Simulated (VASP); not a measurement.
AlN:

```
Al N
1.0
     3.11300    0.00000    0.00000
    -1.55650    2.69594    0.00000
     0.00000    0.00000    4.98100
Al N
2 2
Direct
  0.33333 0.66667 0.00000
  0.66667 0.33333 0.50000
  0.33333 0.66667 0.38000
  0.66667 0.33333 0.88000
```

| Item | Value |
| --- | --- |
| Program | VASP 6.6.1 |
| Task | relaxation of cell and atoms |
| Functional | PBE |
| Potentials or basis | VASP PAW PBE potentials, release 64 (Al, N) |
| Cutoff | 520 eV |
| k mesh | 6 × 6 × 2 |
| Occupations | gaussian, width 0.02 eV |
| Spin | no spin polarisation |

At the start: pressure 3.4 GPa; volume 10.45 Å³/atom.

Q: Where does the relaxation end?

A: Over 8 steps the energy falls by 2.2 meV/atom and the volume is 10.63 Å³/atom (+1.7 %); space group P6_3mc (No. 186, to 0.05 Å).

Step by step:
```csv
step,energy change (eV),largest force (eV/Å),pressure (GPa),volume (Å³)
1,0.0000,0.1307,3.43,41.80
2,-0.0018,0.0935,-2.88,43.17
3,-0.0087,0.0034,0.00,42.52
4,-0.0087,0.0057,0.07,42.50
5,-0.0087,0.0069,0.05,42.50
6,-0.0087,0.0074,0.04,42.51
7,-0.0087,0.0022,-0.03,42.52
8,-0.0087,0.0006,-0.01,42.52
```

Final structure:
```cif
data_structure
_symmetry_space_group_name_H-M 'P 1'
_symmetry_Int_Tables_number 1
_cell_length_a 3.1284
_cell_length_b 3.1284
_cell_length_c 5.0163
_cell_angle_alpha 90.000
_cell_angle_beta 90.000
_cell_angle_gamma 120.000
_cell_volume 42.52
loop_
_atom_site_label
_atom_site_type_symbol
_atom_site_fract_x
_atom_site_fract_y
_atom_site_fract_z
_atom_site_occupancy
Al1 Al 0.33333 0.66667 0.99925 1
Al2 Al 0.66667 0.33333 0.49925 1
N1 N 0.33333 0.66667 0.38075 1
N2 N 0.66667 0.33333 0.88075 1
```

Caveat: the k mesh is coarse (spacing up to 0.63 Å⁻¹), so the values aren't converged.
